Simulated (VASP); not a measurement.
The system is Rh.

```xyz
1
Lattice="0.0000 1.9030 1.9030 1.9030 0.0000 1.9030 1.9030 1.9030 0.0000" Properties=species:S:1:pos:R:3 pbc="T T T"
Rh    0.0000    0.0000    0.0000
```

| Property | Result |
| --- | --- |
| Program | VASP 6.6.1 |
| Task | relaxation of cell and atoms |
| Functional | PBEsol |
| Potentials or basis | VASP PAW PBE potentials, release 64 (Rh_pv) |
| Cutoff | 600 eV |
| k mesh | 6 × 6 × 6 |
| Occupations | gaussian, width 0.1 eV |
| Spin | no spin polarisation |

At the start: pressure -4.5 GPa; volume 13.78 Å³/atom.

Task: How do energy, volume and symmetry change on relaxing?

Result: Over 4 steps the energy falls by 3.1 meV/atom and the volume is 13.56 Å³/atom (-1.6 %); space group Fm-3m (No. 225, to 0.05 Å).

The path:
```
step  energy change (eV)  largest force (eV/Å)  pressure (GPa)  volume (Å³)
   1              0.0000                0.0000           -4.47        13.78
   2              0.0178                0.0000           13.09        13.03
   3             -0.0031                0.0000           -0.08        13.57
   4             -0.0031                0.0000            0.02        13.56
```

Final structure:
```
Rh
1.0
     0.00000    1.89285    1.89285
     1.89285    0.00000    1.89285
     1.89285    1.89285    0.00000
Rh
1
Cartesian
  1.8928 1.8928 0.0000
```

Caveat: the k mesh is coarse (spacing up to 0.48 Å⁻¹), so the values aren't converged; the PAW data sets were made with another functional, which shifts forces and pressure a little.
